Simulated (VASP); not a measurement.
Consider the following.

```
Li2O
1.0
    3.07791     0.00000     0.00000
   -1.53896     2.66555     0.00000
    0.00000     0.00000     3.79942
O Li
1 2
Cartesian
  0.00000   0.20000   0.00000
  0.00000   1.77704   0.68344
  1.53896   0.88852   3.11597
```

Method: PBEsol GGA, VASP's PBE PAW potentials (set 64) (plane waves; VASP 6.6.1). Numerical set-up: 600 eV cut-off, 8×8×6 Γ-centred mesh, Gaussian smearing of 0.050 eV, potentials O Li_sv.

### Question
Give the force on each atom (eV/Å).

### Answer

```
atom     Fx      Fy      Fz
----  -----  ------  ------
O1    0.000  -1.708  -0.100
Li2   0.000   1.147   0.248
Li3   0.000   0.560  -0.148
```

### Question
Give the stress tensor in GPa (positive for a compressed cell).

### Answer

```
1.67  0.00  0.00
0.00  4.16  2.12
0.00  2.12  1.44
```
The pressure is its mean diagonal, 2.42 GPa.

The structure was generated: Li2O was put into the CdI2 type (P-3m1), which need not be its known phase. This cell was strained or had an atom moved on purpose.
